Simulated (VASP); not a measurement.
VASP input:

### INCAR
```
# general
SYSTEM   =  Au
PREC     =  Accurate
ENCUT    =  500
LREAL    =  .FALSE.
LASPH    =  .TRUE.

# electronic loop
EDIFF    =  1E-6
NELM     =  100
ALGO     =  Normal
LMAXMIX  =  6

# smearing
ISMEAR   =  1
SIGMA    =  0.1

# ions
IBRION   =  2
NSW      =  40
ISIF     =  3
EDIFFG   =  -0.02
PSTRESS  =  200

# output
LWAVE    =  .FALSE.
LCHARG   =  .FALSE.
```

### POSCAR
```
Au
1
    0.0000000000     1.9957931725     1.9957931725
    1.9957931725     0.0000000000     1.9957931725
    1.9957931725     1.9957931725     0.0000000000
Au
1
Direct
  0.0000000000   0.0000000000   0.0000000000
```

File KPOINTS:
```
Regular mesh
0
G
  16 16 16
```

POTCAR, in this order: Au (LDA.64 set). Program: vasp_std.

**Question.** Translate this LDA calculation to Ansatz.

**Answer.** One equivalent input (not run):
Ansatz 0.2 input:
```yaml
crystal:
  lattice:
    - [0.0000000, 1.9957932, 1.9957932]
    - [1.9957932, 0.0000000, 1.9957932]
    - [1.9957932, 1.9957932, 0.0000000]
  atoms:
    - { symbol: Au, position: [0.0000000, 0.0000000, 0.0000000] }
kpoints:
  mp_grid: { grid: [16, 16, 16] }
hamiltonian:
  xc: lda
  pseudopotentials: { kind: paw }
scf:
  occupations: { method: methfessel_paxton, width: 0.1 }
  max_iter: 100
relax:
  max_steps: 40
  f_tol: 0.02
  cell: { p_target: 20 }
output: { forces: true, stress: true, eigenvalues: true }
```
What does not carry over: each code has its own PAW files, so the cut-off isn't converted (ENCUT is set for VASP's; basis.ecutwfc is left out, and Ansatz then takes the one that its files recommend); Ansatz stops its SCF on the density residual and VASP on the energy change (EDIFF); Ansatz's lda is the Perdew-Wang form, while the LDA potentials of VASP carry Perdew-Zunger's.

The compound is Au in the fcc structure. This run relaxes it under an external pressure of 20 GPa. Symmetry was kept, so distortions that lower it aren't found.
